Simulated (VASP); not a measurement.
Method: r2SCAN meta-GGA, VASP's PBE PAW potentials (set 64) (plane waves; VASP).

VASP input:

KPOINTS:
```
kpoints
0
gamma
  11 11 11
```

**POSCAR**
```
PtAs
1
    0.0000000000     2.5966151407     2.5966151407
    2.5966151407    -0.0000000000     2.5966151407
    2.5966151407     2.5966151407     0.0000000000
Pt As
1 1
Direct
  0.0000000000   0.0000000000   0.0000000000
  0.5000000000   0.5000000000   0.5000000000
```

INCAR:
```
SYSTEM = PtAs
PREC = Accurate
ENCUT = 400
EDIFF = 1E-6
NELM = 100
ALGO = Normal
LREAL = .FALSE.
LASPH = .TRUE.
ISMEAR = 1
SIGMA = 0.1
METAGGA = R2SCAN
LMIXTAU = .TRUE.
LMAXMIX = 6
LWAVE = .FALSE.
LCHARG = .FALSE.
IBRION = 2
ISIF = 3
NSW = 60
EDIFFG = -0.01
```

POTCAR, in this order: Pt As (PBE.64 set). Program: vasp_std.

What will the output report for the number of irreducible k-points (NKPTS), number of bands (NBANDS), largest plane-wave count, number of space-group operations, FFT grid (NGX, NGY, NGZ)?

- number of irreducible k-points (NKPTS): 56
- number of bands (NBANDS): 11
- largest plane-wave count: 648
- number of space-group operations: 48
- FFT grid (NGX, NGY, NGZ): 24 × 24 × 24

The structure was generated: PtAs was put into the rock salt type (Fm-3m), which need not be its known phase. This run relaxes it. Symmetry was kept, so distortions that lower it aren't found. The start is the result of an earlier pass. The electron count is odd and the run is not spin-polarised, which forces a metal.
